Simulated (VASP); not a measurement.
Energy against volume of Gd (hcp). These are TPSS meta-GGA, VASP's PBE PAW potentials (set 64) (plane waves; VASP 6.6.1) values and carry that method's errors. Run with 520 eV cut-off, 12×12×7 Γ-centred mesh, first-order Methfessel-Paxton smearing of 0.10 eV, potentials Gd_3.

The 4f electrons are frozen in the core of the lanthanide potential, so 4f levels, which can set the real gap, and their magnetism are missing.

Shape and ions are relaxed at each volume.

```
V (Å³/atom)  E (eV/atom)
-----------  -----------
31.162          -9.08144
32.126          -9.08368
33.090          -9.07937
34.054          -9.06918
```

Problem. Fit these four points and predict the energy of the run at 30.199 Å³/atom.

Solution. A cubic in V^(−2/3), the third-order Birch-Murnaghan form, passes through the four points with V0 = 31.96 Å³/atom and B0 = 37 GPa, and gives -9.0719 eV/atom there. The run gave -9.0716 eV/atom, +0.4 meV/atom from the fit; all five points give B0 = 37 GPa.

The compound is Gd in the hcp structure. It was relaxed first.
